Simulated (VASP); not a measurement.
# Nb2SiO2 (P-1) in VASP: relaxation of cell and atoms with PBE

Aim: the relaxation of cell and atoms of Nb2SiO2 with PBE.

Everything below comes from runs of VASP 6.6.1. Logs are shortened: lines on timing, memory, paths and dates and some standing lists are left out, and cuts for length are marked.

### Step 1. The crystal as given

The typed cell holds 10 atoms: a = 2.962 Å, b = 2.976 Å, c = 18.791 Å, α = 90.99°, β = 90.06°, γ = 115.30°.

The cell was built by a generator and needn't be a form met in nature.

### Step 2. Relaxation of cell and atoms, PBE

INCAR

```
  PREC = Accurate
  ENCUT = 520
  EDIFF = 1E-6
  ISMEAR = 0
  SIGMA = 0.1
  LREAL = F
  LASPH = T
  NELM = 120
  ALGO = Normal
  ISIF = 3
  LWAVE = F
  LCHARG = F
  GGA = PE
  IBRION = 2
  NSW = 90
  EDIFFG = -0.01
  KPAR = 8
```

KPOINTS

```
regular mesh
0
Gamma
  10 10 2
```

POSCAR

```
Nb2SiO2
1.0
    2.9619342500      0.0000000000      0.0000000000
   -1.2715920500      2.6904042100      0.0000000000
   -0.0188636300     -0.3663730500     18.7872656400
Nb Si O
4 2 4
Direct
    0.3139714500      0.6545899200      0.1448221400
    0.6860285500      0.3454100800      0.8551778600
    0.3289359100      0.6843840100      0.3601683500
    0.6710640900      0.3156159900      0.6398316500
    0.6867505400      0.3012808000      0.2525144000
    0.3132494600      0.6987192000      0.7474856000
    0.6665710800      0.2855414000      0.0854580700
    0.3334289200      0.7144586000      0.9145419300
    0.6895454600      0.3307438100      0.4194504500
    0.3104545400      0.6692561900      0.5805495500
```

Potentials or basis: VASP PAW PBE potentials, release 64 (Nb_sv, Si, O).

Launch:

```sh
$ cat potpaw_PBE.64/Nb_sv/POTCAR potpaw_PBE.64/Si/POTCAR potpaw_PBE.64/O/POTCAR > POTCAR
$ mpirun -np 8 vasp_std > vasp.out
```

OUTCAR:

```text
PREC = Accurate
   ENCUT = 520
   EDIFF = 1E-6
   ISMEAR = 0
   LREAL = F
   LASPH = T
   NELM = 120
   ISIF = 3
   GGA = PE
   IBRION = 2
   NSW = 90
   EDIFFG = -0.01

 ion  position               nearest neighbor table
   1  0.314  0.655  0.145-   7 2.06   7 2.07   7 2.12   5 2.66   5 2.66   5 2.74
   2  0.686  0.345  0.855-   8 2.06   8 2.07   8 2.12   6 2.66   6 2.66   6 2.74
   3  0.329  0.684  0.360-   9 2.06   9 2.07   9 2.12   5 2.66   5 2.66   5 2.73
   4  0.671  0.316  0.640-  10 2.06  10 2.07  10 2.12   6 2.66   6 2.66   6 2.73
   5  0.687  0.301  0.253-   3 2.66   1 2.66   1 2.66   3 2.66   3 2.73   1 2.74
   6  0.313  0.699  0.747-   4 2.66   2 2.66   2 2.66   4 2.66   4 2.73   2 2.74
   7  0.667  0.286  0.085-   1 2.06   1 2.07   1 2.12
   8  0.333  0.714  0.915-   2 2.06   2 2.07   2 2.12
   9  0.690  0.331  0.419-   3 2.06   3 2.07   3 2.12
  10  0.310  0.669  0.581-   4 2.06   4 2.07   4 2.12

  LATTYP: Found a triclinic cell.
 ALAT       =     3.1773466236
 B/A-ratio  =     0.9322036910
 C/A-ratio  =     5.9140060373
 COS(alpha) =     0.0010038733
 COS(beta)  =     0.0170434134
 COS(gamma) =     0.5319980475

  Lattice vectors:

 A1 = (   1.6903422000,   2.6904042100,   0.0000000000)
 A2 = (   2.9619342500,   0.0000000000,   0.0000000000)
 A3 = (   0.0188636300,   0.3663730500, -18.7872656400)

Analysis of symmetry for initial positions (statically):
=====================================================================
 Subroutine PRICEL returns:
 Original cell was already a primitive cell.

 Routine SETGRP: Setting up the symmetry group for a
 triclinic supercell.

 Subroutine GETGRP returns: Found  2 space group operations
 (whereof  2 operations were pure point group operations)
 out of a pool of  2 trial point group operations.

The static configuration has the point symmetry S_2 .

Analysis of symmetry for dynamics (positions and initial velocities):
=====================================================================
 Subroutine PRICEL returns:
 Original cell was already a primitive cell.

 Routine SETGRP: Setting up the symmetry group for a
 triclinic supercell.

 Subroutine GETGRP returns: Found  2 space group operations
 (whereof  2 operations were pure point group operations)
 out of a pool of  2 trial point group operations.

The dynamic configuration has the point symmetry S_2 .

 Subroutine INISYM returns: Found  2 space group operations
 (whereof  2 operations are pure point group operations),
 and found     1 'primitive' translations

----------------------------------------------------------------------------------------

                                     Primitive cell

  volume of cell :     149.7120

  direct lattice vectors                    reciprocal lattice vectors
     2.961934250  0.000000000  0.000000000     0.337617218  0.159571327  0.003450812
    -1.271592050  2.690404210  0.000000000     0.000000000  0.371691360  0.007248404
    -0.018863630 -0.366373050 18.787265640     0.000000000  0.000000000  0.053227544

  length of vectors
     2.961934250  2.975772363 18.790847114     0.373443841  0.371762029  0.053227544

  position of ions in fractional coordinates (direct lattice)
     0.313971450  0.654589920  0.144822140
     0.686028550  0.345410080  0.855177860
     0.328935910  0.684384010  0.360168350
     0.671064090  0.315615990  0.639831650
     0.686750540  0.301280800  0.252514400
     0.313249460  0.698719200  0.747485600
     0.666571080  0.285541400  0.085458070
     0.333428920  0.714458600  0.914541930
     0.689545460  0.330743810  0.419450450
     0.310454540  0.669256190  0.580549550

  ion indices of the primitive-cell ions
   primitive index   ion index
                 1           1
                 2           2
                 3           3
                 4           4
                 5           5
                 6           6
                 7           7
                 8           8
                 9           9
                10          10

----------------------------------------------------------------------------------------

 KPOINTS: regular mesh

Automatic generation of k-mesh.
 Grid dimensions read from file:
 generate k-points for:   10   10    2

 Generating k-lattice:

  Cartesian coordinates                     Fractional coordinates (reciprocal lattice)
     0.033761722  0.015957133  0.000345081     0.100000000  0.000000000  0.000000000
     0.000000000  0.037169136  0.000724840     0.000000000  0.100000000  0.000000000
     0.000000000  0.000000000  0.026613772     0.000000000  0.000000000  0.500000000

  Length of vectors
     0.037344384  0.037176203  0.026613772

  Shift w.r.t. Gamma in fractional coordinates (k-lattice)
     0.000000000  0.000000000  0.000000000

 Subroutine IBZKPT returns following result:
 ===========================================

 Found    104 irreducible k-points:

 Following reciprocal coordinates:
            Coordinates               Weight
  0.000000  0.000000  0.000000      1.000000
  0.100000 -0.000000  0.000000      2.000000
  0.200000 -0.000000  0.000000      2.000000
  0.300000 -0.000000 -0.000000      2.000000
  0.400000 -0.000000 -0.000000      2.000000
  0.500000 -0.000000 -0.000000      1.000000
[... 16 lines left out ...]
 -0.400000  0.200000 -0.000000      2.000000
 -0.300000  0.200000 -0.000000      2.000000
 [... further k-points ...]
   k-points           NKPTS =    104   k-points in BZ     NKDIM =    104   number of bands    NBANDS=     50
   number of dos      NEDOS =    301   number of ions     NIONS =     10
   total plane-waves  NPLWV =  80640
   dimension x,y,z NGX =    24 NGY =   24 NGZ =  140
   dimension x,y,z NGXF=    48 NGYF=   48 NGZF=  280
   ions per type =               4   2   4
   NGX,Y,Z   is equivalent  to a cutoff of  13.47, 13.41, 12.39 a.u.
   NGXF,Y,Z  is equivalent  to a cutoff of  26.94, 26.82, 24.77 a.u.
 SYSTEM =  unknown system
   PREC   = accura    normal or accurate (medium, high low for compatibility)
   ISTART =      0    job   : 0-new  1-cont  2-samecut
   ICHARG =      2    charge: 1-file 2-atom 10-const
   ISPIN  =      1    spin polarized calculation?
   LNONCOLLINEAR =      F non collinear calculations
   LSORBIT =      F    spin-orbit coupling
   LASPH  =      T    aspherical Exc in radial PAW
   ENCUT  =  520.0 eV  38.22 Ry    6.18 a.u.   5.51  5.53 34.94*2*pi/ulx,y,z
   NELM   =    120;   NELMIN=  2; NELMDL= -5     # of ELM steps
   EDIFF  = 0.1E-05   stopping-criterion for ELM
   LREAL  =      F    real-space projection
   EDIFFG = -.1E-01   stopping-criterion for IOM
   NSW    =     90    number of steps for IOM
   IBRION =      2    ionic relax: 0-MD 1-quasi-New 2-CG
   NFREE  =      1    steps in history (QN), initial steepest desc. (CG)
   ISIF   =      3    stress and relaxation
   ISYM   =      2    0-nonsym 1-usesym 2-fastsym
   POTIM  = 0.5000    time-step for ionic-motion
   TEBEG  =    0.0;   TEEND  =   0.0 temperature during run
   PSTRESS=    0.0 pullay stress
   NELECT =      84.0000    total number of electrons
   NUPDOWN=      -1.0000    fix difference up-down
   EMIN   =  10.00;   EMAX   =-10.00  energy-range for DOS
   EFERMI =   0.00;   METHOD = LEGACY
   ISMEAR =     0;   SIGMA  =   0.10  broadening in eV -4-tet -1-fermi 0-gaus
   EFERMI_NEDOS =   21; number of points for ismear=-14 and -15
   IALGO  =     38    algorithm
   IMIX   =      4    mixing-type and parameters
     AMIX     =   0.40;   BMIX     =  1.00
     AMIX_MAG =   1.60;   BMIX_MAG =  1.00
  volume/ion in A,a.u.               =      14.97       101.03
  Fermi-wavevector in a.u.,A,eV,Ry     =   1.350255  2.551612 24.805982  1.823188
  Thomas-Fermi vector in A             =   2.477774
   LORBIT       =      0    0 simple, 1 ext, 2 COOP (PROOUT), +10 PAW based schemes
   GGA     = PE    functional components
   LHFCALC =     F    Hartree Fock is set to
   AEXX    =    0.0000 exact exchange contribution
   IVDW    =     0    specifies the selected vdW correction
   LEPSILON=     F    determine dielectric tensor
   LRPA    =     F    only Hartree local field effects (RPA)
 conjugate gradient relaxation of ions
 non-spin polarized calculation
 Gauss-broadening in eV      SIGMA  =   0.10
  energy-cutoff  :      520.00
  volume of cell :      149.71
 maximum number of plane-waves:      4080
 NGX is ok and might be reduce to    24
   NGX = 11   NGY = 11   NGZ = 69

--------------------------------------- Ionic step        1  -------------------------------------------

 number of electron      83.9999999 magnetization

 Free energy of the ion-electron system (eV)
  ---------------------------------------------------
  ext. energy  EPLUGINS =         0.00000000
  ---------------------------------------------------
  free energy    TOTEN  =       -86.05585920 eV

  energy without entropy =      -86.04455763  energy(sigma->0) =      -86.05020841

------------------------ aborting loop because EDIFF is reached ----------------------------------------

  FORCE on cell =-STRESS in cart. coord.  units (eV):
  Direction    XX          YY          ZZ          XY          YZ          ZX
  --------------------------------------------------------------------------------------
  -------------------------------------------------------------------------------------
  Total        0.0066346      0.0087647      0.1336822      0.1188103      0.0247580     -0.0338158
  in kB        0.0710018      0.0937972      1.4306311      1.2714763      0.2649537     -0.3618880
  external PRESSURE =       0.5318100 kB  Pullay stress =       0.0000000 kB
[... 113 lines left out ...]
  FREE ENERGIE OF THE ION-ELECTRON SYSTEM (eV)
  ---------------------------------------------------
  free  energy   TOTEN  =       -86.0568037862 eV

  energy  without entropy=      -86.0453536253  energy(sigma->0) =      -86.05107871

[... ionic steps 4 to 17 ...]

--------------------------------------- Ionic step       18  -------------------------------------------

 number of electron      83.9999994 magnetization

------------------------ aborting loop because EDIFF is reached ----------------------------------------

  FORCE on cell =-STRESS in cart. coord.  units (eV):
  Direction    XX          YY          ZZ          XY          YZ          ZX
  --------------------------------------------------------------------------------------
  -------------------------------------------------------------------------------------
  Total       -0.0110136      0.0714595     -0.0060204      0.0595093      0.0181223     -0.0248474
  in kB       -0.1178779      0.7648297     -0.0644361      0.6369267      0.1939626     -0.2659411
  external PRESSURE =       0.1941719 kB  Pullay stress =       0.0000000 kB
[... 73 lines left out ...]
  energy  without entropy=      -86.0484030064  energy(sigma->0) =      -86.05361692

--------------------------------------- Ionic step       20  -------------------------------------------

 number of electron      83.9999995 magnetization

 Free energy of the ion-electron system (eV)
  ---------------------------------------------------
  ext. energy  EPLUGINS =         0.00000000
  ---------------------------------------------------
  free energy    TOTEN  =       -86.05884653 eV

  energy without entropy =      -86.04842579  energy(sigma->0) =      -86.05363616

 E-fermi :   7.6984     XC(G=0): -10.8268

 val. band max:        7.6979529012   @ k =  -0.2000   0.2000  -0.0000
 cond. band min:       7.6989844651   @ k =   0.0000   0.0000   0.5000
 fundamental gap:      0.0010315639
 Fermi energy:         7.6984436555

 k-point     1 :       0.0000    0.0000    0.0000
  band No.  band energies     occupation
      1     -47.9747      2.00000
      2     -47.9747      2.00000
      3     -47.9732      2.00000
      4     -47.9732      2.00000
      5     -24.2429      2.00000
      6     -24.2424      2.00000
[... 1261 lines left out ...]
     49      10.4261      0.00000
     50      10.5096      0.00000

 [... further k-points ...]

------------------------ aborting loop because EDIFF is reached ----------------------------------------

  FORCE on cell =-STRESS in cart. coord.  units (eV):
  Direction    XX          YY          ZZ          XY          YZ          ZX
  --------------------------------------------------------------------------------------
  -------------------------------------------------------------------------------------
  Total       -0.0205098      0.0173863     -0.0047950      0.0252853      0.0118252     -0.0153693
  in kB       -0.2194784      0.1860533     -0.0513119      0.2705818      0.1265430     -0.1644688
  external PRESSURE =      -0.0282457 kB  Pullay stress =       0.0000000 kB
[... 25 lines left out ...]
  FREE ENERGIE OF THE ION-ELECTRON SYSTEM (eV)
  ---------------------------------------------------
  free  energy   TOTEN  =       -86.0588465283 eV

  energy  without entropy=      -86.0484257884  energy(sigma->0) =      -86.05363616

 reached required accuracy - stopping structural energy minimisation
```

Run time: 29 min. Hardware: 8 MPI ranks of Intel Xeon Platinum 8559C (Emerald Rapids), shared host; peak memory 0.74 GiB.

What came out:

```yaml
Free_energy: -86.0588 eV
Energy_gained_by_relaxing: 0.3 meV/atom
Ionic_steps: 20
Pressure_after_relaxing: 0.0 GPa
Largest_force_after_relaxing: 0.010 eV/Å
Band_gap_on_the_k_mesh: none (metal or under the smearing width)
```

Forces in eV/Å, atoms in the order of the input:
```
Nb   0.000  0.008 -0.006
Nb   0.000 -0.008  0.006
Nb   0.000 -0.003 -0.002
Nb   0.000  0.003  0.002
Si  -0.001 -0.008  0.000
Si   0.001  0.008  0.000
O    0.004  0.002  0.000
O   -0.004 -0.002  0.000
O   -0.002  0.000 -0.002
O    0.002  0.000  0.002
```

The path:
```
step  energy change (eV)  largest force (eV/Å)  pressure (GPa)  volume (Å³)
   1              0.0000                0.0512            0.05       149.71
   2             -0.0007                0.0314           -0.06       149.82
   3             -0.0009                0.0601           -0.32       150.07
   4             -0.0011                0.0386           -0.23       149.97
   5             -0.0015                0.0384           -0.07       149.84
   6             -0.0017                0.0449            0.17       149.65
   7             -0.0021                0.0314            0.13       149.64
   8             -0.0023                0.0420            0.03       149.64
   9             -0.0025                0.0249            0.01       149.66
  10             -0.0026                0.0225           -0.02       149.70
  11             -0.0026                0.0192            0.02       149.69
  12             -0.0027                0.0223            0.07       149.67
  13             -0.0027                0.0202            0.03       149.70
  14             -0.0029                0.0167           -0.07       149.78
  15             -0.0029                0.0205           -0.12       149.80
  16             -0.0029                0.0197           -0.10       149.79
  17             -0.0030                0.0157           -0.06       149.76
  18             -0.0029                0.0136            0.02       149.69
  19             -0.0030                0.0141           -0.04       149.74
  20             -0.0030                0.0099            0.00       149.72
```

Final structure:
```
Nb Si O
1.0
     2.96507    0.01483    0.00017
    -1.25944    2.68281    0.00160
    -0.01970   -0.35468   18.77718
Nb Si O
4 2 4
Direct
  0.31086 0.65638 0.14464
  0.68914 0.34362 0.85536
  0.32456 0.68447 0.36010
  0.67544 0.31553 0.63990
  0.69197 0.29724 0.25237
  0.30803 0.70276 0.74763
  0.66875 0.28789 0.08544
  0.33125 0.71211 0.91456
  0.68977 0.33050 0.41928
  0.31023 0.66950 0.58072
```
